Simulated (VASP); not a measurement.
Here is the system:

```
CELL_PARAMETERS angstrom
      0.00000     3.18741     3.18741
      3.18741     0.00000     3.18741
      3.18741     3.18741     0.00000
ATOMIC_POSITIONS crystal
  Cd 0.00000 0.00000 0.00000
  Se 0.25000 0.25000 0.25000
```

Level of theory: vdW-DF2, VASP's PBE PAW potentials (set 64) (plane waves; VASP). Numerical set-up: 520 eV cut-off, 11×11×11 Γ-centred mesh, tetrahedra with Blöchl corrections, potentials Cd Se.

Q: Tabulate the total density of states (states/eV per cell) against energy (eV; zero at the valence-band maximum or, without a gap, the Fermi level).

A: 
```csv
E (eV),DOS (states/eV)
-9.96,0.00
-9.60,0.00
-9.24,0.00
-8.88,0.00
-8.64,0.00
-8.28,0.00
-7.92,0.00
-7.56,31.0
-7.20,8.09
-6.84,0.00
-6.48,0.00
-6.12,0.00
-5.88,0.00
-5.52,0.00
-5.16,0.00
-4.80,0.00
-4.44,0.00
-4.08,0.00
-3.72,0.00
-3.36,4.41
-3.12,1.17
-2.76,0.57
-2.40,0.33
-2.04,0.22
-1.68,1.98
-1.32,2.84
-0.96,2.80
-0.60,2.64
-0.36,1.26
0.00,0.07
0.36,0.00
0.72,0.01
1.08,0.05
1.44,0.09
1.80,0.19
2.16,0.57
2.40,0.67
2.76,0.80
3.12,1.04
3.48,2.02
```
Within 2 eV below the valence-band maximum the largest weight inside VASP's projection spheres is Se p.

The compound is CdSe in the zinc blende structure, whereas wurtzite is the usual form. It was relaxed first, which changed the volume by +17 %.
